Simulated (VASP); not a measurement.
Computed with PBE GGA, VASP's PBE PAW potentials (set 64) (plane waves; VASP).

A VASP calculation is set up with these files.

File POSCAR:
```
CdSe
4.4744010
  0.0000000000   0.7071067318   0.7071067318
  0.7071067318   0.0000000000   0.7071067318
  0.7071067318   0.7071067318   0.0000000000
Cd Se
1 1
Cartesian
  0.0000000000   0.0000000000   0.0000000000
  0.3535533659   0.3535533659   0.3535533659
```

File KPOINTS:
```
K-points
0
gamma
7 7 7
```

**INCAR**
```
SYSTEM  =  CdSe
NELM  =  100   ! most electronic steps
LASPH  =  .TRUE.   ! aspherical one-centre terms
ISMEAR  =  0
GGA  =  PE   ! PBE
LMAXMIX  =  4   ! l cut-off of mixed one-centre charges
ISIF  =  2   ! forces and stress, cell fixed
PREC  =  Accurate
ENCUT  =  520   ! plane-wave cut-off (eV)
SIGMA  =  0.05   ! width (eV)
ALGO  =  Normal
LREAL  =  .FALSE.   ! projection in real space or not
LCHARG  =  .FALSE.
LWAVE  =  .FALSE.
EDIFF  =  1E-7
```

POTCAR, in this order: Cd Se (PBE.64 set). Program: vasp_std.

Q: What will the output report for the number of irreducible k-points (NKPTS), largest plane-wave count, number of space-group operations, FFT grid (NGX, NGY, NGZ)?

A: 
```yaml
number of irreducible k-points (NKPTS): 20
largest_plane_wave_count: 1729
number_of_space_group_operations: 24
FFT grid (NGX, NGY, NGZ): 36 × 36 × 36
```

The compound is CdSe in the zinc blende structure, whereas wurtzite is the usual form. This cell is one point of a volume scan, at 1.06 of the reference volume.
